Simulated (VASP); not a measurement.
# A VASP study of PIr2 (r2SCAN + rVV10): structure first, properties next, part 7 of 7

Wanted: the relaxed cell of PIr2 and its properties. The start is a cell from a database of measured crystal structures.

VASP 6.6.1; r2SCAN with rVV10; plane waves and PAW (P, Ir).

Still holding for the runs below: This run has no spin polarisation. Its electron count is odd, so without a moment it is a metal by construction.

So far. Step 15 (Electric field gradients (r2SCAN + rVV10)): The run ends at a pressure of 0.00 GPa. The relaxed cell has a = 5.548 Å (conventional setting).

The database entry behind the starting cell differs from later determinations by our own check (0.1 to 0.3 % short, probably kX units), so it need not match the best structure at ambient conditions.

## (16) Zone-centre phonons (r2SCAN + rVV10)

Zone-centre modes test whether the atoms sit at a minimum within this cell. IBRION = 6 takes the force constants from differences of forces between displaced cells, so the forces must be tight.

File INCAR:

```
SYSTEM = PIr2
PREC = Accurate
ENCUT = 400
EDIFF = 1E-08
NELM = 100
ISMEAR = 1
SIGMA = 0.2
LREAL = .FALSE.
ALGO = Normal
METAGGA = R2SCAN
LUSE_VDW = .TRUE.
IVDW_NL = 2
BPARAM = 11.95
CPARAM = 0.0093
LASPH = .TRUE.
NBANDS = 17
LORBIT = 11
LWAVE = .FALSE.
LCHARG = .FALSE.
KPAR = 2
IBRION = 6
NFREE = 2
POTIM = 0.015
ISIF = 2
NSW = 1
```

File POSCAR:

```
PIr2
1.0
    0.0000000000      2.7742065316      2.7742065316
    2.7742065316      0.0000000000      2.7742065316
    2.7742065316      2.7742065316      0.0000000000
P Ir
1 2
Direct
    0.0000000000      0.0000000000      0.0000000000
    0.2500000000      0.2500000000      0.2500000000
    0.7500000000      0.7500000000      0.7500000000
```

File KPOINTS:

```
Automatic mesh
0
Gamma
12 12 12
0 0 0
```

Potentials, in the order of the species: P and Ir (PBE family, release 64).

Launch:

```
> mpirun -np 2 vasp_std
```

Output:

```text
[... set-up lines as in an earlier step ...]
 entering main loop
       N       E                     dE             d eps       ncg     rms          rms(c)
Total rVV10 correction in eV:      0.3739198    30.3482851
Total rVV10 correction in eV:      0.3739198    30.3482851
DAV:   1     0.664293040415E+02    0.66429E+02   -0.92011E+03  2448   0.105E+03
DAV:   2    -0.111957289968E+03   -0.17839E+03   -0.16972E+03  2450   0.327E+02
DAV:   3    -0.120204307891E+03   -0.82470E+01   -0.81107E+01  3219   0.720E+01
DAV:   4    -0.120347851940E+03   -0.14354E+00   -0.14319E+00  2968   0.976E+00
DAV:   5    -0.120351026597E+03   -0.31747E-02   -0.31725E-02  3406   0.135E+00    0.253E+01
Total rVV10 correction in eV:      0.3512331    30.3482853
Total rVV10 correction in eV:      0.3512331    30.3482853
DAV:   6    -0.114839193392E+03    0.55118E+01   -0.49940E+00  3210   0.254E+01    0.966E+00
Total rVV10 correction in eV:      0.3513041    30.3482853
Total rVV10 correction in eV:      0.3513041    30.3482853
DAV:   7    -0.114793571133E+03    0.45622E-01   -0.22617E-01  3146   0.516E+00    0.572E+00
Total rVV10 correction in eV:      0.3487069    30.3482853
Total rVV10 correction in eV:      0.3487069    30.3482853
DAV:   8    -0.114779034670E+03    0.14536E-01   -0.25651E-02  2743   0.129E+00    0.574E-01
Total rVV10 correction in eV:      0.3483601    30.3482853
Total rVV10 correction in eV:      0.3483601    30.3482853
DAV:   9    -0.114777750210E+03    0.12845E-02   -0.44285E-03  3542   0.788E-01    0.319E-01
Total rVV10 correction in eV:      0.3481935    30.3482853
Total rVV10 correction in eV:      0.3481935    30.3482853
DAV:  10    -0.114777887502E+03   -0.13729E-03   -0.54448E-04  3225   0.229E-01    0.986E-02
Total rVV10 correction in eV:      0.3482189    30.3482853
Total rVV10 correction in eV:      0.3482189    30.3482853
DAV:  11    -0.114777884107E+03    0.33946E-05   -0.11441E-05  3296   0.315E-02    0.133E-02
Total rVV10 correction in eV:      0.3482375    30.3482853
Total rVV10 correction in eV:      0.3482375    30.3482853
DAV:  12    -0.114777880848E+03    0.32591E-05   -0.34615E-06  3731   0.169E-02    0.274E-03
Total rVV10 correction in eV:      0.3482362    30.3482853
Total rVV10 correction in eV:      0.3482362    30.3482853
DAV:  13    -0.114777880420E+03    0.42832E-06   -0.53913E-07  3531   0.812E-03    0.975E-04
Total rVV10 correction in eV:      0.3482371    30.3482853
Total rVV10 correction in eV:      0.3482371    30.3482853
DAV:  14    -0.114777880455E+03   -0.35631E-07   -0.28612E-08  2760   0.162E-03    0.264E-04
Total rVV10 correction in eV:      0.3482366    30.3482853
Total rVV10 correction in eV:      0.3482366    30.3482853
DAV:  15    -0.114777880505E+03   -0.49894E-07   -0.47205E-10  1576   0.199E-04    0.106E-04
Total rVV10 correction in eV:      0.3482362    30.3482853
Total rVV10 correction in eV:      0.3482362    30.3482853
DAV:  16    -0.114777880493E+03    0.12786E-07   -0.35269E-10  1414   0.225E-04    0.528E-05
Total rVV10 correction in eV:      0.3482362    30.3482853
Total rVV10 correction in eV:      0.3482362    30.3482853
DAV:  17    -0.114777880494E+03   -0.11185E-08   -0.54107E-11  1394   0.743E-05
Total rVV10 correction in eV:      0.3482363    30.3482853
Total rVV10 correction in eV:      0.3482363    30.3482853
Total rVV10 correction in eV:      0.3482362    30.3482853
Total rVV10 correction in eV:      0.3482362    30.3482853
   1 F= -.11477788E+03 E0= -.11477816E+03  d E =0.826712E-03
 Found     2 degrees of freedom:
 Finite differences POTIM= 0.01500 DOF=   2
 bond charge predicted
       N       E                     dE             d eps       ncg     rms          rms(c)
Total rVV10 correction in eV:      0.3482438    30.3482853
Total rVV10 correction in eV:      0.3482438    30.3482853
DAV:   1    -0.114775763174E+03    0.21173E-02   -0.12409E-01  5797   0.227E+00    0.154E-01
Total rVV10 correction in eV:      0.3482449    30.3482853
Total rVV10 correction in eV:      0.3482449    30.3482853
DAV:   2    -0.114776593378E+03   -0.83020E-03   -0.68764E-03  7250   0.740E-01    0.102E-01
Total rVV10 correction in eV:      0.3482455    30.3482853
Total rVV10 correction in eV:      0.3482455    30.3482853
DAV:   3    -0.114776583112E+03    0.10266E-04   -0.13079E-04  6829   0.872E-02    0.559E-02
Total rVV10 correction in eV:      0.3482468    30.3482853
Total rVV10 correction in eV:      0.3482468    30.3482853
DAV:   4    -0.114776582904E+03    0.20741E-06   -0.37847E-05  7173   0.410E-02    0.569E-03
Total rVV10 correction in eV:      0.3482467    30.3482853
Total rVV10 correction in eV:      0.3482467    30.3482853
DAV:   5    -0.114776582867E+03    0.37023E-07   -0.91834E-06  6528   0.205E-02    0.983E-03
Total rVV10 correction in eV:      0.3482467    30.3482853
Total rVV10 correction in eV:      0.3482467    30.3482853
DAV:   6    -0.114776582978E+03   -0.11026E-06   -0.42562E-07  6789   0.538E-03    0.454E-03
Total rVV10 correction in eV:      0.3482467    30.3482853
Total rVV10 correction in eV:      0.3482467    30.3482853
DAV:   7    -0.114776582973E+03    0.44367E-08   -0.65010E-08  7077   0.201E-03
Total rVV10 correction in eV:      0.3482468    30.3482853
Total rVV10 correction in eV:      0.3482468    30.3482853
Total rVV10 correction in eV:      0.3482467    30.3482853
Total rVV10 correction in eV:      0.3482467    30.3482853
   2 F= -.11477658E+03 E0= -.11477686E+03  d E =0.819072E-03
[...]
3 F= -.11477658E+03 E0= -.11477686E+03  d E =0.819092E-03
[...]
4 F= -.11477609E+03 E0= -.11477635E+03  d E =0.765487E-03
 Finite differences progress:
  Degree of freedom:   2/  2
  Displacement:        1/  2
  Total:               3/  4
 bond charge predicted
       N       E                     dE             d eps       ncg     rms          rms(c)
Total rVV10 correction in eV:      0.3482539    30.3482853
Total rVV10 correction in eV:      0.3482539    30.3482853
DAV:   1    -0.114766804509E+03    0.92857E-02   -0.23431E+00  9597   0.827E+00    0.297E-01
Total rVV10 correction in eV:      0.3482096    30.3482853
Total rVV10 correction in eV:      0.3482096    30.3482853
DAV:   2    -0.114776198025E+03   -0.93935E-02   -0.36444E-02 13338   0.164E+00    0.179E-01
Total rVV10 correction in eV:      0.3482382    30.3482853
Total rVV10 correction in eV:      0.3482382    30.3482853
DAV:   3    -0.114776117328E+03    0.80697E-04   -0.94655E-04 12289   0.297E-01    0.119E-01
Total rVV10 correction in eV:      0.3482528    30.3482853
Total rVV10 correction in eV:      0.3482528    30.3482853
DAV:   4    -0.114776101179E+03    0.16149E-04   -0.49036E-04 15328   0.250E-01    0.490E-02
Total rVV10 correction in eV:      0.3482523    30.3482853
Total rVV10 correction in eV:      0.3482523    30.3482853
DAV:   5    -0.114776094029E+03    0.71498E-05   -0.15780E-04 14632   0.162E-01    0.132E-02
Total rVV10 correction in eV:      0.3482472    30.3482853
Total rVV10 correction in eV:      0.3482472    30.3482853
DAV:   6    -0.114776090428E+03    0.36009E-05   -0.95362E-06 11571   0.272E-02    0.723E-03
Total rVV10 correction in eV:      0.3482440    30.3482853
Total rVV10 correction in eV:      0.3482440    30.3482853
DAV:   7    -0.114776090115E+03    0.31357E-06   -0.35048E-06 12240   0.122E-02    0.208E-03
Total rVV10 correction in eV:      0.3482438    30.3482853
Total rVV10 correction in eV:      0.3482438    30.3482853
DAV:   8    -0.114776090168E+03   -0.53137E-07   -0.15088E-07 12443   0.337E-03    0.886E-04
Total rVV10 correction in eV:      0.3482437    30.3482853
Total rVV10 correction in eV:      0.3482437    30.3482853
DAV:   9    -0.114776090171E+03   -0.29343E-08   -0.12627E-08  7617   0.101E-03
Total rVV10 correction in eV:      0.3482435    30.3482853
Total rVV10 correction in eV:      0.3482435    30.3482853
Total rVV10 correction in eV:      0.3482436    30.3482853
Total rVV10 correction in eV:      0.3482436    30.3482853
   5 F= -.11477609E+03 E0= -.11477635E+03  d E =0.765506E-03
 Finite differences progress:
  Degree of freedom:   2/  2
  Displacement:        2/  2
  Total:               4/  4
```

The job ended after 19 min (2 MPI ranks of AMD EPYC 7R43, shared host; peak memory 0.83 GiB; 39 min of CPU time).

From OUTCAR (step 16):

```text
   k-points           NKPTS =     72   k-points in BZ     NKDIM =     72   number of bands    NBANDS=     17

   NELECT =      23.0000    total number of electrons

 E-fermi :   9.7073

 k-point     1 :       0.0000    0.0000    0.0000
  band No.  band energies     occupation
    ...
      5       3.6003      2.00000
      6       3.6005      2.00000
      7       9.0473      2.00003
      8       9.0546      2.00004
      9       9.0685      2.00006
     10      10.5009     -0.00000
     11      11.4233     -0.00000
     12      11.4249     -0.00000
     13      14.3010      0.00000
     14      14.3355      0.00000
    ...

  Total        0.0543254      0.0383730      0.0383730      0.0000000      0.0452229      0.0000000
  in kB        2.0382961      1.4397580      1.4397580      0.0000000      1.6967675      0.0000000
  external PRESSURE =       1.6392707 kB  Pullay stress =       0.0000000 kB

 POSITION                                       TOTAL-FORCE (eV/Angst)
 -----------------------------------------------------------------------------------
      0.00000      0.00000      0.00000        -0.086660      0.000000      0.000000
      1.37210      1.38710      1.38710         0.238917      0.000000      0.000000
      4.16131      4.16131      4.16131        -0.152256      0.000000      0.000000
 -----------------------------------------------------------------------------------
    total drift:                                0.000032      0.000000      0.000000

  FREE ENERGIE OF THE ION-ELECTRON SYSTEM (eV)
  ---------------------------------------------------
  free  energy   TOTEN  =      -114.7760901706 eV

  energy  without entropy=     -114.7768556767  energy(sigma->0) =     -114.77634534

 Eigenvectors and eigenvalues of the dynamical matrix
 ----------------------------------------------------

   1 f  =    9.919008 THz    62.322964 2PiTHz  330.862484 cm-1    41.021701 meV
             X         Y         Z           dx          dy          dz
      0.000000  0.000000  0.000000    -0.000000   -0.000000   -0.961970
      1.387103  1.387103  1.387103     0.000000    0.000000    0.193150
      4.161310  4.161310  4.161310    -0.000000   -0.000000    0.193150

   2 f  =    9.919008 THz    62.322964 2PiTHz  330.862484 cm-1    41.021701 meV
             X         Y         Z           dx          dy          dz
      0.000000  0.000000  0.000000    -0.909099   -0.314525    0.000000
      1.387103  1.387103  1.387103     0.182534    0.063152   -0.000000
      4.161310  4.161310  4.161310     0.182534    0.063152   -0.000000

   3 f  =    9.919008 THz    62.322964 2PiTHz  330.862484 cm-1    41.021701 meV
             X         Y         Z           dx          dy          dz
      0.000000  0.000000  0.000000     0.314525   -0.909099    0.000000
      1.387103  1.387103  1.387103    -0.063152    0.182534    0.000000
      4.161310  4.161310  4.161310    -0.063152    0.182534    0.000000

   4 f  =    5.758098 THz    36.179197 2PiTHz  192.069476 cm-1    23.813569 meV
             X         Y         Z           dx          dy          dz
      0.000000  0.000000  0.000000    -0.000000   -0.000000    0.000000
      1.387103  1.387103  1.387103     0.659513    0.090299    0.238513
      4.161310  4.161310  4.161310    -0.659513   -0.090299   -0.238513

   5 f  =    5.758098 THz    36.179197 2PiTHz  192.069476 cm-1    23.813569 meV
             X         Y         Z           dx          dy          dz
      0.000000  0.000000  0.000000     0.000000   -0.000000   -0.000000
      1.387103  1.387103  1.387103    -0.224365    0.519845    0.423582
      4.161310  4.161310  4.161310     0.224365   -0.519845   -0.423582

   6 f  =    5.758098 THz    36.179197 2PiTHz  192.069476 cm-1    23.813569 meV
             X         Y         Z           dx          dy          dz
      0.000000  0.000000  0.000000     0.000000   -0.000000    0.000000
      1.387103  1.387103  1.387103     0.121256    0.470752   -0.513507
      4.161310  4.161310  4.161310    -0.121256   -0.470752    0.513507

   7 f/i=    0.000985 THz     0.006192 2PiTHz    0.032872 cm-1     0.004076 meV
             X         Y         Z           dx          dy          dz
      0.000000  0.000000  0.000000     0.207978    0.176229   -0.017392
      1.387103  1.387103  1.387103     0.517910    0.438847   -0.043309
      4.161310  4.161310  4.161310     0.517910    0.438847   -0.043309

   8 f/i=    0.000985 THz     0.006192 2PiTHz    0.032872 cm-1     0.004076 meV
             X         Y         Z           dx          dy          dz
      0.000000  0.000000  0.000000     0.040556   -0.073516   -0.259932
      1.387103  1.387103  1.387103     0.100994   -0.183069   -0.647286
      4.161310  4.161310  4.161310     0.100994   -0.183069   -0.647286

   9 f/i=    0.000985 THz     0.006192 2PiTHz    0.032872 cm-1     0.004076 meV
             X         Y         Z           dx          dy          dz
      0.000000  0.000000  0.000000    -0.172378    0.195328   -0.082139
      1.387103  1.387103  1.387103    -0.429258    0.486407   -0.204545
      4.161310  4.161310  4.161310    -0.429258    0.486407   -0.204545

 ELASTIC MODULI CONTR FROM IONIC RELAXATION (kBar)
 Direction    XX          YY          ZZ          XY          YZ          ZX
 --------------------------------------------------------------------------------
 XX          -0.0000     -0.0000      0.0000     -0.0000      0.0000     -0.0000
 YY          -0.0000     -0.0000     -0.0000     -0.0000     -0.0000     -0.0000
 ZZ           0.0000     -0.0000     -0.0000     -0.0000     -0.0000     -0.0000
 XY          -0.0000     -0.0000     -0.0000    -26.2389     -0.0000     -0.0000
 YZ           0.0000     -0.0000     -0.0000     -0.0000    -26.2389     -0.0000
 ZX          -0.0000     -0.0000     -0.0000     -0.0000     -0.0000    -26.2389
 --------------------------------------------------------------------------------

[... 6 parts as in an earlier step ...]

[... 10 further parts left out ...]
```

CONTCAR:

```
PIr2
   1.00000000000000
     0.0000000000000000    2.7742065316000000    2.7742065316000000
     2.7742065316000000    0.0000000000000000    2.7742065316000000
     2.7742065316000000    2.7742065316000000    0.0000000000000000
  P               Ir
     1     2
Direct
     0.0000000000000000    0.0000000000000000    0.0000000000000000
     0.2527034757198392    0.2472965242801608    0.2472965242801608
     0.7500000000000000    0.7500000000000000    0.7500000000000000
```

The last energy, forces, stress and levels in OUTCAR belong to the last displaced cell, not to the cell of POSCAR.

This step gave:

```yaml
irreducible_k_points: 72
pressure_of_the_cell: 0.1368 GPa
largest_force_of_the_cell: 0 eV/Å
```

Modes at Γ, with each element's share of the kinetic energy:

```tsv
mode	frequency (cm⁻¹)	symmetry	P %	Ir %
1	0.0	acoustic	7	93
2	0.0	acoustic	7	93
3	0.0	acoustic	7	93
4	192.1	T2g	0	100
5	192.1	T2g	0	100
6	192.1	T2g	0	100
7	330.9	T1u	93	7
8	330.9	T1u	93	7
9	330.9	T1u	93	7
```

Displacements in mode 4 (192.1 cm⁻¹), the largest set to 1:
```
P1   0.00  0.00  0.00
Ir2  0.24  0.92 -1.00
Ir3 -0.24 -0.92  1.00
```

Displacements in mode 9 (330.9 cm⁻¹), the largest set to 1:
```
P1   0.00  0.00 -1.00
Ir2  0.00  0.00  0.08
Ir3  0.00  0.00  0.08
```

The three acoustic modes come out at zero, and all others are real. By the characters of their eigenvectors the optical modes sort into (cm⁻¹) Raman active: T2g 192; infrared active: T1u 331. With a centre of inversion no mode is active in both.

## (17) Outcome

```
relaxed volume                            : 14.23 Å³/atom
relaxed conventional cell a, b, c         : 5.548, 5.548, 5.548 Å
space group after relaxing, within 0.02 Å : Fm-3m (No. 225)
band gap                                  : none, a metal
DOS at the Fermi level                    : 0.871 states/eV/cell
bulk modulus from the fit                 : 307 GPa
volume from the fit                       : 14.2 Å³/atom
largest field gradient Vzz                : zero within the noise on all sites
highest zone-centre mode                  : 331 cm⁻¹
```

**Reading.** With r2SCAN + rVV10, PIr2 relaxes to 14.23 Å³/atom in space group Fm-3m (held by the symmetry of the run), comes out as a metal and has a bulk modulus of 307 GPa. Against the listed cell the volume lies +0.7 %. Band structure (r2SCAN + rVV10): Of the bands kept, 3 cross the Fermi level on this path. Zone-centre phonons (r2SCAN + rVV10): The highest mode in this list at Γ, 330.9 cm⁻¹, is mostly motion of P (93 % of the kinetic energy). Spin-orbit coupling is left out, and with elements this heavy it would split and shift bands near the Fermi level. The k-sampling is coarse for a metal, so the Fermi level, pressures and the shape of the cell carry errors. With an odd electron count and no spin the cell is a metal by construction. Modes at Γ alone can't show that the crystal is stable at other wave vectors. No search among competing phases was made, and a listed structure need not be the one stable at ambient conditions. All values are for a static lattice at zero temperature.

[Lines on the potential files, build, host, timing and source positions are cut from VASP's logs without a mark.]

[Logs are printed without paths, hosts, clocks, repeated set-up lines and the standing remarks that a program may print on its own settings, such as how far it seeks lower states.]

[Hosts, paths, dates, database ids (printed as entryN), source tags and the programs' standing remarks are cut or masked in the printed files.]

[A measured line is paired with the nearest computed mode of its activity, which favours agreement.]
